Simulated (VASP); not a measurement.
Computed with PBEsol GGA, VASP's PBE PAW potentials (set 64) (plane waves; VASP 6.6.1).

A VASP calculation is set up with these files.

### KPOINTS
```
K-points
0
G
11 11 3
0 0 0
```

**INCAR**
```
! general
SYSTEM   =  MoS2
PREC     =  Normal
ENCUT    =  400
LREAL    =  F   ! projection in real space or not
LASPH    =  T

! electronic loop
EDIFF    =  1E-5   ! SCF stop (eV)
NELM     =  100
NELMIN   =  4
ALGO     =  Fast   ! Davidson, then RMM-DIIS
LMAXMIX  =  4

! smearing
ISMEAR   =  0   ! Gaussian
SIGMA    =  0.05

! functional
GGA      =  PS   ! PBEsol

! ions
IBRION   =  2   ! conjugate gradients
NSW      =  20   ! most ionic steps
ISIF     =  2   ! forces and stress, cell fixed
EDIFFG   =  -0.03

! output
LWAVE    =  F
LCHARG   =  F
```

**POSCAR**
```
MoS2
1.0
  3.1413272862   0.0000000000   0.0000000000
 -1.5706636431   2.7204689604   0.0000000000
  0.0000000000   0.0000000000  12.5757662192
Mo S
2 4
Direct
  0.6666670000   0.3333330000   0.7500000000
  0.3333330000   0.6666670000   0.2500000000
  0.6666670000   0.3333330000   0.3790000000
  0.3333330000   0.6666670000   0.8790000000
  0.3333330000   0.6666670000   0.6210000000
  0.6666670000   0.3333330000   0.1210000000
```

POTCAR, in this order: Mo_sv S (PBE.64 set). Program: vasp_std.

The run wrote:

OSZICAR:
```
       N       E                     dE             d eps       ncg     rms          rms(c)
DAV:   1     0.381996008325E+03    0.38200E+03   -0.26262E+04  2264   0.130E+03
DAV:   2    -0.287070591468E+02   -0.41070E+03   -0.40000E+03  2512   0.360E+02
DAV:   3    -0.493231911112E+02   -0.20616E+02   -0.20490E+02  2567   0.712E+01
DAV:   4    -0.497362233712E+02   -0.41303E+00   -0.41190E+00  2410   0.103E+01
DAV:   5    -0.497475833990E+02   -0.11360E-01   -0.11356E-01  2587   0.161E+00    0.336E+01
RMM:   6    -0.473954854005E+02    0.23521E+01   -0.20356E+01  2126   0.199E+01    0.107E+01
RMM:   7    -0.467943781740E+02    0.60111E+00   -0.31915E+00  1996   0.815E+00    0.727E+00
RMM:   8    -0.467542497183E+02    0.40128E-01   -0.11611E+00  2045   0.503E+00    0.114E+00
RMM:   9    -0.467588747263E+02   -0.46250E-02   -0.24030E-01  2202   0.201E+00    0.871E-01
RMM:  10    -0.467548383976E+02    0.40363E-02   -0.57138E-02  2088   0.112E+00    0.230E-01
RMM:  11    -0.467554433678E+02   -0.60497E-03   -0.13413E-02  2240   0.465E-01    0.916E-02
RMM:  12    -0.467555817404E+02   -0.13837E-03   -0.23864E-03  2313   0.184E-01    0.310E-02
RMM:  13    -0.467556279881E+02   -0.46248E-04   -0.58802E-04  2146   0.820E-02    0.161E-02
RMM:  14    -0.467556362911E+02   -0.83030E-05   -0.12727E-04  1799   0.395E-02    0.161E-02
RMM:  15    -0.467556377572E+02   -0.14661E-05   -0.34753E-05  1318   0.187E-02
   1 F= -.46755638E+02 E0= -.46755638E+02  d E =-.467556E+02
       N       E                     dE             d eps       ncg     rms          rms(c)
DAV:   1    -0.468517561816E+02   -0.96120E-01   -0.13485E+01  2124   0.139E+01    0.450E+00
RMM:   2    -0.468901618644E+02   -0.38406E-01   -0.50993E-01  1987   0.337E+00    0.148E+00
RMM:   3    -0.468989131382E+02   -0.87513E-02   -0.93918E-02  2061   0.148E+00    0.105E+00
RMM:   4    -0.468992807145E+02   -0.36758E-03   -0.13668E-02  1995   0.612E-01    0.184E-01
RMM:   5    -0.468991801527E+02    0.10056E-03   -0.40905E-03  2148   0.323E-01    0.106E-01
RMM:   6    -0.468992398550E+02   -0.59702E-04   -0.11756E-03  1932   0.136E-01    0.834E-02
RMM:   7    -0.468992463496E+02   -0.64945E-05   -0.19336E-04  1918   0.595E-02    0.451E-02
RMM:   8    -0.468992476056E+02   -0.12560E-05   -0.46411E-05  1472   0.272E-02
   2 F= -.46899248E+02 E0= -.46899248E+02  d E =-.143610E+00
       N       E                     dE             d eps       ncg     rms          rms(c)
DAV:   1    -0.469009496253E+02   -0.17033E-02   -0.34221E-01  2376   0.224E+00    0.629E-01
RMM:   2    -0.469018750932E+02   -0.92547E-03   -0.12264E-02  1988   0.526E-01    0.258E-01
RMM:   3    -0.469020793778E+02   -0.20428E-03   -0.21911E-03  1819   0.228E-01    0.140E-01
RMM:   4    -0.469020899731E+02   -0.10595E-04   -0.30410E-04  1770   0.925E-02    0.120E-02
RMM:   5    -0.469020938106E+02   -0.38376E-05   -0.10460E-04  1785   0.492E-02    0.184E-02
RMM:   6    -0.469020946034E+02   -0.79274E-06   -0.15115E-05  1190   0.185E-02
   3 F= -.46902095E+02 E0= -.46902095E+02  d E =-.146457E+00
```

**OUTCAR**
```
------------------------ aborting loop because EDIFF is reached ----------------------------------------
  FORCE on cell =-STRESS in cart. coord.  units (eV):
  Direction    XX          YY          ZZ          XY          YZ          ZX
  --------------------------------------------------------------------------------------
  Total       -0.1717404     -0.1717404     -0.1887497      0.0000000     -0.0000000     -0.0000000
  in kB       -2.5603046     -2.5603041     -2.8138788      0.0000000     -0.0000000     -0.0000000
  external PRESSURE =      -2.6448292 kB  Pullay stress =       0.0000000 kB
  volume of cell :      107.47
      direct lattice vectors                 reciprocal lattice vectors
     3.141327286  0.000000000  0.000000000     0.318336776  0.183791842  0.000000000
    -1.570663643  2.720468960  0.000000000     0.000000000  0.367583683  0.000000000
     0.000000000  0.000000000 12.575766219     0.000000000  0.000000000  0.079518018
 POSITION                                       TOTAL-FORCE (eV/Angst)
 -----------------------------------------------------------------------------------
      1.57067      0.90682      9.43182        -0.000000     -0.000000      0.000000
     -0.00000      1.81365      3.14394         0.000000      0.000000      0.000000
      1.57067      0.90682      4.70310        -0.000000      0.000000      0.003550
     -0.00000      1.81365     10.99098         0.000000     -0.000000      0.003550
     -0.00000      1.81365      7.87267         0.000000     -0.000000     -0.003550
      1.57067      0.90682      1.58479        -0.000000      0.000000     -0.003550
 -----------------------------------------------------------------------------------
    total drift:                               -0.001497      0.000611     -0.000031
  FREE ENERGIE OF THE ION-ELECTRON SYSTEM (eV)
  ---------------------------------------------------
  free  energy   TOTEN  =       -46.9020946034 eV

  energy  without entropy=      -46.9020946034  energy(sigma->0) =      -46.90209460

 reached required accuracy - stopping structural energy minimisation
```
(Selected blocks of OUTCAR.)

### CONTCAR
```
MoS2
   1.00000000000000
     3.1413272862000001    0.0000000000000000    0.0000000000000000
    -1.5706636431000001    2.7204689603999999    0.0000000000000000
     0.0000000000000000    0.0000000000000000   12.5757662192000002
  Mo              S
     2     4
Direct
     0.6666669999999968    0.3333330000000032    0.7500000000000000
     0.3333330000000032    0.6666669999999968    0.2500000000000000
     0.6666669999999968    0.3333330000000032    0.3739809854179116
     0.3333330000000032    0.6666669999999968    0.8739809854179117
     0.3333330000000032    0.6666669999999968    0.6260190145820883
     0.6666669999999968    0.3333330000000032    0.1260190145820883
```

Without a dispersion term in the relaxation, distances and binding between the weakly bound layers, chains or molecules are unreliable, and so is what depends on them.

The compound is MoS2 in the 2H layered structure. This run relaxes the ions in a fixed cell. Symmetry was kept, so distortions that lower it aren't found.
